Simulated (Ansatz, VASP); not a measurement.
**Cross-check of PtSe2 (Sudovikovite) between VASP and Ansatz**

Aim: how closely do two programs agree when they are given the same cell, functional and k mesh? The cell is taken from a series of runs on this material, whose earlier steps may have relaxed, scaled, displaced or heated it; both programs get it as it stands.

Method: plane waves, with VASP 6.6.1 beside it; relaxation of cell and atoms at PBEsol and relaxation of cell and atoms at PBE with D3(BJ), in Ansatz 0.2.0.

## 1. Set-up

The structure is trigonal, space group P-3m1 (No. 164). Conventional cell: a = 3.760 Å, b = 3.760 Å, c = 4.863 Å, α = 90.00°, β = 90.00°, γ = 120.00°. Pt has 6 Se at 2.51 Å nearest. Nearest to Se lie 3 Pt at 2.51 Å. Farther neighbours and most contacts between anions are not listed.

Structure file:

```
Pt Se
1.0
     3.76031    0.00000    0.00000
    -1.88015    3.25652    0.00000
     0.00000    0.00000    4.86324
Pt Se
1 2
Direct
  0.00000 0.00000 0.00000
  0.33333 0.66667 0.26078
  0.66667 0.33333 0.73922
```

## 2. VASP: relaxation of cell and atoms, PBEsol

The relaxed volume is the usual yardstick between codes: in a stiff, nearly cubic crystal its relative difference is about their pressure difference at one cell divided by the bulk modulus.

Lines of VASP's logs that name or quote its potential files are left out, and so is its time.

Contents of INCAR:

```
SYSTEM = PtSe2
PREC = Accurate
ENCUT = 500
EDIFF = 1E-07
NELM = 120
ISMEAR = 1
SIGMA = 0.2
LREAL = .FALSE.
ALGO = Normal
GGA = PS
NBANDS = 17
LASPH = .TRUE.
LORBIT = 11
LWAVE = .FALSE.
LCHARG = .FALSE.
ISIF = 3
IBRION = 2
NSW = 80
EDIFFG = -0.005
GGA_COMPAT = .FALSE.
NELMIN = 4
KPAR = 2
```

Contents of POSCAR:

```
PtSe2
1.0
    3.7603060000      0.0000000000      0.0000000000
   -1.8801530000      3.2565210000      0.0000000000
    0.0000000000      0.0000000000      4.8632410000
Pt Se
1 2
Direct
    0.0000000000      0.0000000000      0.0000000000
    0.3333333333      0.6666666667      0.2607783575
    0.6666666667      0.3333333333      0.7392216425
```

Contents of KPOINTS:

```
Automatic mesh
0
Gamma
15 15 8
0 0 0
```

PAW data sets: Pt and Se (PBE family, release 64).

Command:

```console
$ mpirun -np 2 vasp_std
```

Numbers of over 12 decimals in the logs are rounded to 6 here.

The program printed:

```text
[banner, memory and clock lines left out]
running    2 mpi-ranks, on    1 nodes
 distrk:  each k-point on    1 cores,    2 groups
 distr:  one band on    1 cores,    1 groups

 POSCAR found type information on POSCAR PtSe
 POSCAR found :  2 types and       3 ions
|                                                                             |
|               ----> ADVICE to this user running VASP <----                  |
|                                                                             |
|     You enforced a specific xc type in the INCAR file but a different       |
|     [... a line on the potential file left out ...]
|     I HOPE YOU KNOW WHAT YOU ARE DOING!                                     |
|                                                                             |

 LDA part: xc-table for (Slater+PW92), standard interpolation
 POSCAR, INCAR and KPOINTS ok, starting setup
 FFT: planning ... GRIDC
 FFT: planning ... GRID_SOFT
 FFT: planning ... GRID
 WAVECAR not read
 entering main loop
       N       E                     dE             d eps       ncg     rms          rms(c)
DAV:   1     0.105625988109E+03    0.10563E+03   -0.99494E+03  6640   0.110E+03
DAV:   2    -0.121153623023E+02   -0.11774E+03   -0.11428E+03  8253   0.215E+02
DAV:   3    -0.167020254047E+02   -0.45867E+01   -0.45397E+01  7768   0.433E+01
DAV:   4    -0.167360837348E+02   -0.34058E-01   -0.34045E-01  8593   0.402E+00
DAV:   5    -0.167364099416E+02   -0.32621E-03   -0.32619E-03  8151   0.374E-01    0.127E+01
DAV:   6    -0.161583819861E+02    0.57803E+00   -0.48424E+00  6638   0.199E+01    0.779E+00
DAV:   7    -0.159319583159E+02    0.22642E+00   -0.90842E-01  6640   0.958E+00    0.382E+00
DAV:   8    -0.159088706602E+02    0.23088E-01   -0.63002E-02  7163   0.171E+00    0.838E-01
DAV:   9    -0.159057182046E+02    0.31525E-02   -0.77329E-03  7475   0.849E-01    0.204E-01
DAV:  10    -0.159057336584E+02   -0.15454E-04   -0.11870E-03  7421   0.216E-01    0.351E-02
DAV:  11    -0.159057327974E+02    0.86105E-06   -0.45654E-05  8579   0.574E-02    0.230E-02
DAV:  12    -0.159057323560E+02    0.44134E-06   -0.35239E-06  7173   0.143E-02    0.381E-03
DAV:  13    -0.159057323871E+02   -0.31046E-07   -0.56031E-07  8590   0.517E-03
   1 F= -.15905732E+02 E0= -.15906085E+02  d E =-.159057E+02
[...]
2 F= -.15905723E+02 E0= -.15906079E+02  d E =0.888961E-05
[...]
3 F= -.15905740E+02 E0= -.15906093E+02  d E =-.730698E-05
[...]
4 F= -.15905740E+02 E0= -.15906094E+02  d E =-.738025E-05
 curvature:  -0.21 expect dE=-0.170E-05 dE for cont linesearch -0.801E-08
 trial: gam= 0.22758 g(F)=  0.323E-05 g(S)=  0.471E-05 ort =-0.123E-05 (trialstep = 0.888E+00)
 search vector abs. value=  0.947E-05
 bond charge predicted
       N       E                     dE             d eps       ncg     rms          rms(c)
DAV:   1    -0.159057526754E+02   -0.12853E-04   -0.41629E-04  6542   0.138E-01    0.180E-02
DAV:   2    -0.159057473879E+02    0.52874E-05   -0.44173E-05  7115   0.625E-02    0.956E-03
DAV:   3    -0.159057459253E+02    0.14627E-05   -0.32634E-06  7603   0.182E-02    0.351E-03
DAV:   4    -0.159057456783E+02    0.24697E-06   -0.19218E-06  7001   0.743E-03    0.132E-03
DAV:   5    -0.159057456939E+02   -0.15610E-07   -0.42201E-08  3620   0.142E-03
   5 F= -.15905746E+02 E0= -.15906102E+02  d E =-.592659E-05
 ZBRENT: can't locate minimum, use default step
 trial-energy change:   -0.000006  1 .order   -0.000006   -0.000007   -0.000005
 step:   3.5512(harm=  3.6193)  dis= 0.00153  next Energy=   -15.905754 (dE=-0.139E-04)
 reached required accuracy - stopping structural energy minimisation
```

Parts of OUTCAR (step 2):

```text
ion  position               nearest neighbor table
   1  0.000  0.000  0.000-   2 2.51   3 2.51   3 2.51   2 2.51   3 2.51   2 2.51
   2  0.333  0.667  0.261-   1 2.51   1 2.51   1 2.51
   3  0.667  0.333  0.739-   1 2.51   1 2.51   1 2.51

  LATTYP: Found a hexagonal cell.
 ALAT       =     3.7603060000
 C/A-ratio  =     1.2933099062

 Subroutine GETGRP returns: Found 12 space group operations
 (whereof 12 operations were pure point group operations)

The static configuration has the point symmetry D_3d.

 Found    192 irreducible k-points:

   k-points           NKPTS =    192   k-points in BZ     NKDIM =    192   number of bands    NBANDS=     17

   dimension x,y,z NGX =    28 NGY =   28 NGZ =   36
   dimension x,y,z NGXF=    56 NGYF=   56 NGZF=   72

   ENCUT  =  500.0 eV  36.75 Ry    6.06 a.u.   6.86  6.86  8.87*2*pi/ulx,y,z

   NELECT =      22.0000    total number of electrons

 k-points in reciprocal lattice and weights: Automatic mesh
   0.00000000  0.00000000  0.00000000       0.001
   0.06666667  0.00000000  0.00000000       0.003
   0.13333333  0.00000000  0.00000000       0.003
   0.20000000  0.00000000  0.00000000       0.003
   0.26666667  0.00000000  0.00000000       0.003
   0.33333333  0.00000000  0.00000000       0.003
   0.40000000  0.00000000  0.00000000       0.003
   0.46666667 -0.00000000  0.00000000       0.003
   0.06666667  0.06666667  0.00000000       0.003
[...]
0.33333333  0.26666667  0.50000000       0.007
   0.33333333  0.33333333  0.50000000       0.001

 average (electrostatic) potential at core
       1 -68.2567       2 -52.5209       3 -52.5209

 E-fermi :   6.5514

 k-point     1 :       0.0000    0.0000    0.0000
  band No.  band energies     occupation
    ...
      6       2.7029      2.00000
      7       2.7029      2.00000
      8       4.0833      2.00000
      9       5.5393      2.00000
     10       5.5393      2.00000
     11       7.3025     -0.00000
     12       7.7495     -0.00000
     13       7.7495     -0.00000
     14       9.8282     -0.00000
     15      10.6131      0.00000
    ...

 k-point     2 :       0.0667    0.0000    0.0000
  band No.  band energies     occupation
    ...
      6       2.6385      2.00000
      7       2.6668      2.00000
      8       3.9773      2.00000
      9       5.3200      2.00000
     10       5.4698      2.00000
     11       6.9268     -0.02332
     12       7.7993     -0.00000
     13       7.9238     -0.00000
     14      10.1972     -0.00000
     15      10.9171      0.00000
    ...

 k-point     3 :       0.1333    0.0000    0.0000
  band No.  band energies     occupation
    ...
      7       2.5744      2.00000
      8       3.6599      2.00000
      9       4.9323      2.00000
     10       5.2635      2.00000
     11       6.3223      2.06877
     12       7.9499     -0.00000
     13       8.0838     -0.00000
     14      10.9284      0.00000
     15      11.6333      0.00000
     16      13.2666      0.00000
    ...

  Total       -0.0062103     -0.0062103     -0.0132751      0.0000000      0.0000000      0.0000000
  in kB       -0.1670417     -0.1670417     -0.3570696      0.0000000      0.0000000      0.0000000
  external PRESSURE =      -0.2303843 kB  Pullay stress =       0.0000000 kB

  energy-cutoff  :      500.00
  volume of cell :       59.57
      direct lattice vectors                 reciprocal lattice vectors
     3.760812460  0.000000000  0.000000000     0.265899991  0.153517409  0.000000000
    -1.880406230  3.256959608  0.000000000    -0.000000000  0.307034818  0.000000000
     0.000000000  0.000000000  4.862972991     0.000000000 -0.000000000  0.205635524

 POSITION                                       TOTAL-FORCE (eV/Angst)
 -----------------------------------------------------------------------------------
      3.76081      0.00000      4.86297        -0.000000      0.000000      0.000000
     -0.00000      2.17131      1.26883         0.000000      0.000000      0.003668
      1.88041      1.08565      3.59414        -0.000000     -0.000000     -0.003668
 -----------------------------------------------------------------------------------
    total drift:                                0.000000      0.000000      0.000000

  FREE ENERGIE OF THE ION-ELECTRON SYSTEM (eV)
  ---------------------------------------------------
  free  energy   TOTEN  =       -15.9057456939 eV

  energy  without entropy=      -15.9068148291  energy(sigma->0) =      -15.90610207

 reached required accuracy - stopping structural energy minimisation

 total charge
# of ion       s       p       d       tot
------------------------------------------
    1        0.675   0.688   8.033   9.395
    2        1.488   2.209   0.071   3.768
    3        1.488   2.209   0.071   3.768
--------------------------------------------------
tot          3.651   5.106   8.175  16.932

[... 3 further parts left out ...]
```

CONTCAR:

```
PtSe2
   1.00000000000000
     3.7608124604891287    0.0000000000000000    0.0000000000000000
    -1.8804062302445643    3.2569596078426915    0.0000000000000000
     0.0000000000000000    0.0000000000000000    4.8629729905709782
  Pt              Se
     1     2
Direct
     1.0000000000000000    0.0000000000000000    1.0000000000000000
     0.3333333332999970    0.6666666667000030    0.2609174995383994
     0.6666666667000030    0.3333333332999970    0.7390825004616006
```

The run keeps the 12 symmetry operations of its start, so it cannot find a distortion of lower symmetry.

## 3. Ansatz: relaxation of cell and atoms, PBEsol

Ansatz runs on its default PAW (the set named soft_2) files.

The same cell, functional, mesh and smearing now go to Ansatz, which takes its cutoff from its data sets.

Contents of input.yaml:

```yaml
crystal:
  lattice:
    - [3.7603063901, 0.0, 0.0]
    - [-1.8801531951, 3.2565208598, 0.0]
    - [0.0, 0.0, 4.8632411749]
  atoms:
    - { symbol: Pt, position: [0.0, 0.0, 0.0] }
    - { symbol: Se, position: [0.3333333333, 0.6666666667, 0.2607783428] }
    - { symbol: Se, position: [0.6666666667, 0.3333333333, 0.7392216572] }
kpoints:
  mp_grid: { grid: [15, 15, 8] }
hamiltonian:
  xc: pbesol
scf:
  occupations: { method: methfessel_paxton, width: 0.2 }
output:
  forces: true
  stress: true
  eigenvalues: true
relax:
  adjacent_minimum: "off"
  f_tol: 0.001
  max_steps: 60
  cell: { stress_tol: 0.01 }
```

Command:

```console
$ ansatz run input.yaml --threads 4 --pin off --max-ram 16384MiB --backend cpu --events-out ev --progress --plain --runs-dir out
```

The program printed:

```text
Engine: ansatz 0.2.0, aarch64-unknown-linux-gnu
Pseudopotentials: kind: paw
Pseudopotential: Pt, paw, valence charge 18, recommended cutoff 420 eV (normal), Pt.paw.azcp
Pseudopotential: Se, paw, valence charge 16, recommended cutoff 420 eV (normal), Se.paw.azcp
Functional definition: PBEsol
  exchange = pbesol_x
  correlation = pbesol_c
Crystal: 3 atoms, lattice volume = 59.553 Å³
Basis set: ecut = 420 eV, 1169 PW (Γ), exchange–correlation on 54×54×72 points (8 copies of the dense FFT grid, shifted against one another)
Bands: 30, of which v1, the nominal top of the filled ones, is band 25 counted from 1 (24 counted from 0)
Symmetry: 12 space group operations
Space group: P-3m1 (ITA 164), of the structure as read, at distance tolerance 3.9e-5 Å
k-points: 192 of 1800
Non-local potential: Pt, projectors of the file, l = 0: 3, l = 1: 2, l = 2: 2, l = 3: 1
Non-local potential: Se, projectors of the file, l = 0: 2, l = 1: 2, l = 2: 3, l = 3: 1
PAW form: soft (Blöchl's): semilocal exchange-correlation on the pseudo side does not see the compensation charge
PAW frozen core: Pt, regenerated for the run's functional, and the local potential with it (the file was generated under x = pbe(κ = 0.804, μ = 0.219515), c = pbe(β = 0.066725))
PAW frozen core: Se, regenerated for the run's functional, and the local potential with it (the file was generated under x = pbe(κ = 0.804, μ = 0.219515), c = pbe(β = 0.066725))
PAW one-centre angular grid: Pt, 590 points (default); XC on 64 Gauss nodes
PAW one-centre angular grid: Se, 590 points (default); XC on 64 Gauss nodes
Initial density: superposition of atomic densities (neutral atoms: chi_scale 0, normalization atom), corrected by the library's trained network
Initial wavefunctions: pseudopotential atomic-orbital guess
Functional: x = pbesol(κ = 0.804, μ = 0.123457), c = pbesol(β = 0.046)
SCF iter   1: F=—  HF=-23233.469706 eV  |F-HF|=—  |Δ(HF+E_count)|=         —  Δρ=3.68e-3  dr2=8.37e-3  ethr=1.77e-3  ⟨swp⟩=5.1  Hψ=21544  notcnv=0
preconditioner: auto → LDOS  [metal: Δε(μ)=0.019 eV  Ē_g=10.075 eV  σ=0.200 eV  W_gap=0.08  n_scr=22 (ndim 8)  ℏωp=22.6 eV  f_vac=0.026  D(μ)=0.69/eV (n_scr^D=2)  β→1.0]
SCF iter   2: F=—  HF=-23233.471056 eV  |F-HF|=—  |Δ(HF+E_count)|=   1.35e-3  S|Δr|=    0.00e0  Δρ=2.62e-3  dr2=4.64e-3  ethr=1.67e-5  ⟨swp⟩=2.0  Hψ=11909  notcnv=0
SCF iter   3: F=—  HF=-23233.469158 eV  |F-HF|=—  |Δ(HF+E_count)|=   1.90e-3  S|Δr|=    0.00e0  Δρ=3.20e-4  dr2=6.24e-5  ethr=9.27e-6  ⟨swp⟩=2.0  Hψ=10302  notcnv=0
SCF iter   4: F=—  HF=-23233.469153 eV  |F-HF|=—  |Δ(HF+E_count)|=   4.96e-6  S|Δr|=    0.00e0  Δρ=1.03e-4  dr2=1.46e-5  ethr=1.25e-7  ⟨swp⟩=2.8  Hψ=10638  notcnv=0
SCF iter   5: F=—  HF=-23233.469151 eV  |F-HF|=—  |Δ(HF+E_count)|=   2.45e-6  S|Δr|=    0.00e0  Δρ=2.03e-5  dr2=1.44e-7  ethr=2.91e-8  ⟨swp⟩=2.0  Hψ=7406  notcnv=0
SCF iter   6: F=-23233.469151 eV  HF=-23233.469151 eV  |F-HF|=1.91e-9  |Δ(HF+E_count)|=   1.30e-7  S|Δr|=    0.00e0  Δρ=4.03e-6  dr2=7.16e-9  ethr=2.00e-10  ⟨swp⟩=5.8  Hψ=24285  notcnv=0
SCF 1 converged in 6 iterations: F = -23233.469151 eV  dr2 = 7.16e-9
  greatest PAW one-centre occupation: 1.000 electrons in one spin orbital (limit 2), on the Pt atom at site 0 (counted from 0), in its partial waves of l = 0
relax step   1: F+E_penalty+E_count = -23233.46915089 eV  Δ(F+E_penalty+E_count) = +0.000e0 eV  max|allowed force component| = 1.116e-4 eV/Å  Δτ_max = 0.0000 Å  P = -0.022 GPa  Ω = 59.553 Å³  (6 SCF iters, dr2 threshold 1.00e-7 eV, accepted)
[...]
relax step   2: F+E_penalty+E_count = -23233.46915824 eV  Δ(F+E_penalty+E_count) = -7.349e-6 eV  max|allowed force component| = 1.370e-3 eV/Å  Δτ_max = 0.0007 Å  P = +0.017 GPa  Ω = 59.516 Å³  energy of the carried Pulay correction = +7.609e-6 eV  (4 SCF iters, dr2 threshold 1.39e-9 eV, rejected (line search))
[...]
relax step   3: F+E_penalty+E_count = -23233.46915521 eV  Δ(F+E_penalty+E_count) = -4.323e-6 eV  max|allowed force component| = 2.466e-6 eV/Å  Δτ_max = 0.0002 Å  P = -0.004 GPa  Ω = 59.537 Å³  energy of the carried Pulay correction = +3.140e-6 eV  (6 SCF iters, accepted)
[...]
relax step   4: F+E_penalty+E_count = -23233.46915359 eV  Δ(F+E_penalty+E_count) = +1.620e-6 eV  max|allowed force component| = 2.954e-6 eV/Å  Δτ_max = 0.0000 Å  P = -0.004 GPa  Ω = 59.537 Å³  stress off target by 6.39e-3 GPa  SCF on the basis re-selected at this cell (its energy is not comparable with the rows above)  (5 SCF iters)
basis re-selected at this cell: Δ(F+E_penalty+E_count) = +1.620e-6 eV, ΔP = -0.000 GPa vs the last step (what re-selecting the basis moved, of the pressure what is left beyond the Pulay correction that the steps carried, after the strain that the cell walked since its last selection, with what the two solves' SCF thresholds leave and, on support functions, any second-order correction that the steps lacked; it is no m [...]
SCF converged after 5 iterations
Stability not checked: this state was not tested for a lower state beside it, because cold or Methfessel-Paxton smearing, or corrected tetrahedra, fill the levels in a way that the test cannot read (fill_not_monotonic; see scf.lower_state_search)
Free energy (F): -23233.469154 eV
Harris-Foulkes:  -23233.469154 eV  (|F-HF|=3.64e-12)
Internal energy: -23233.470262 eV  (E = F + TS)
E sigma→0 (E₀):  -23233.469431 eV
Entropy (-TS):   0.001108 eV (0.369 meV/atom)
Fermi energy:    13.478782 eV
--- Per-component energies (eV) ---
  E_band       = -947.271095
  E_kinetic    = 874.613445
  E_local      = -6545.242986  (includes V_loc(G=0)·N_el)
  E_nonlocal   = -980.514592
  E_hartree    = 3030.972842
  E_xc         = -467.332811
  E_vxc        = -499.098126  (∫ρ·V_xc dr)
  E_paw        = -13053.771360  (= ΣΔE_a)
  E_vpaw       = 141.026512  (= ΣTr[D̂ρ^β])
  E_aug_tail   = -0.001031  (compensation charges beyond the density's cutoff)
  E_ewald      = -6094.497650
  E_core_change = 2.303882  (= ΣΔE_core)
  E_smearing   = 0.001108  (= −TS)
  E_closure    = -0.000000  (closes the sum)
  Σ components = -23233.469154   (vs F -23233.469154, Δ=0.00e0)
--- Forces (eV/Å), atoms counted from 1 ---
  atom   1  Pt    -0.00000000     0.00000000     0.00000000
  atom   2  Se    -0.00000000     0.00000000     0.00000295
  atom   3  Se     0.00000000    -0.00000000    -0.00000295
  max |Σ_I F_I| component: 1.45e-30 eV/Å
--- Stress (GPa, compression-positive) ---
       -0.002278      -0.000000      -0.000000
       -0.000000      -0.002278       0.000000
       -0.000000      -0.000000      -0.006391
  P = ⅓ Tr σ = -0.0036 GPa (-0.036 kbar)
--- Band table (eV; the first three rows and the last of 192) ---
  k-point 0: bands = [... 21 lower, 11.0047, 12.4591, 12.4591, 14.2194, 14.6771, 14.6771, 16.7543, 17.5433, ... 1 higher]
  k-point 1: bands = [... 21 lower, 10.9935, 12.3464, 12.3464, 13.7576, 14.8502, 14.8502, 16.9204, 17.9837, ... 1 higher]
  k-point 2: bands = [... 21 lower, 10.9387, 12.1108, 12.1108, 12.8458, 15.2510, 15.2510, 17.3874, 18.8339, ... 1 higher]
  k-point 191: bands = [... 21 lower, 9.1228, 9.9755, 10.9961, 10.9961, 15.7622, 15.7622, 20.0649, 20.9959, ... 1 higher]
--- Relaxed structure (3 steps of the walk, 2 accepted, 1 SCFs on fresh bases) ---
  F+E_penalty+E_count = -23233.46915359 eV   max|allowed force component| = 2.954e-6 eV/Å   (the final SCF, on the basis selected at the relaxed cell)
  cell:  # Å, volume = 59.5375 Å³
    - [3.760070, 2.886577880601121e-11, 0]
    - [-1.880035, 3.256316, 0]
    - [0, 0, 4.862593]
  atoms:
    - { symbol: Pt, position: [0, 0, 0.0] }
    - { symbol: Se, position: [0.333333, 0.666667, 0.260827] }
    - { symbol: Se, position: [0.666667, 0.333333, 0.739173] }
```

## 4. Side by side

Known differences besides the potentials themselves: the data sets hold 50 valence electrons in Ansatz (on its default PAW (the set named soft_2) files) and 22 in VASP; the cutoff is 420 eV in Ansatz and 500 eV in VASP; Ansatz makes its cores anew for this functional, VASP keeps those of its PBE data sets; Ansatz adds a Pulay correction to the stress that steers its cell, VASP none. Total energies have different zeros and are not compared.

Compared:

```
                                         quantity  Ansatz   VASP  difference
                                      volume (Å³)   59.54  59.57     -0.05 %
edge a after relaxation, in the typed setting (Å)   3.760  3.761     -0.02 %
edge c after relaxation, in the typed setting (Å)   4.863  4.863     -0.01 %
```

[end of part 1 of 2]

[Lines on the potential files, build, host, timing and source positions are cut from VASP's logs without a mark.]

[Logs are printed without paths, hosts, clocks, repeated set-up lines and the standing remarks that a program may print on its own settings, such as how far it seeks lower states.]

[Hosts, paths, dates, database ids (printed as entryN), source tags and the programs' standing remarks are cut or masked in the printed files.]
